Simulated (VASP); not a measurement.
Write the native input for VASP 6.6.1 that does the following.

- Task: relaxation of cell and atoms
- Functional: PBEsol
- Potentials or basis: VASP PAW PBE potentials, release 64 (Ga_d)
- Cutoff: 600 eV
- k mesh: 12 × 12 × 10
- Occupations: methfessel-paxton, width 0.1 eV
- Spin: no spin polarisation
- Further INCAR settings: ALGO = Normal; EDIFF = 1e-06; IBRION = 2; EDIFFG = -0.01; NSW = 90; ISIF = 3

The structure of Ga lies in POSCAR:

```
Ga
1.0
    2.2615000000     -3.8305000000      0.0000000000
    2.2615000000      3.8305000000      0.0000000000
    0.0000000000      0.0000000000      4.5240000000
Ga
4
Direct
    0.8451000000      0.1549000000      0.0810000000
    0.6549000000      0.3451000000      0.5810000000
    0.1549000000      0.8451000000      0.9190000000
    0.3451000000      0.6549000000      0.4190000000
```

One way to write it, as run:

INCAR

```
SYSTEM = Ga
PREC = Accurate
ENCUT = 600
EDIFF = 1E-6
ISMEAR = 1
SIGMA = 0.1
LREAL = .False.
LASPH = .True.
NELM = 80
ALGO = Normal
ISIF = 3
LWAVE = .False.
LCHARG = .False.
GGA = PS
IBRION = 2
NSW = 90
EDIFFG = -0.01
KPAR = 2
```

KPOINTS

```
Automatic mesh
0
Gamma
  12 12 10
  0 0 0
```

Potentials or basis: VASP PAW PBE potentials, release 64 (Ga_d).

Command:

```sh
$ cat potpaw_PBE.64/Ga_d/POTCAR > POTCAR
$ mpirun -np 2 vasp_std > vasp.out
```

It gave:

```json
{"Relaxed volume": "19.06 Å³/atom", "Relaxed cell": "a = 4.408 Å, b = 4.408 Å, c = 4.491 Å, α = 90.00°, β = 90.00°, γ = 119.14°", "Space group after relaxing (to 0.05 Å)": "Cmce (No. 64)", "Energy gained by relaxing": "3.5 meV/atom", "Ionic steps": "12", "Pressure after relaxing": "0.0 GPa", "Largest force after relaxing": "0.009 eV/Å", "Band gap on the k mesh": "none (metal or under the smearing width)"}
```

Caveat: the PAW data sets were made with another functional, which shifts forces and pressure a little.

Wall time 14 min on 2 MPI ranks on Intel(R) Xeon(R) Platinum 8488C (Sapphire Rapids), with other jobs on the host, peak memory 0.63 GiB a rank.
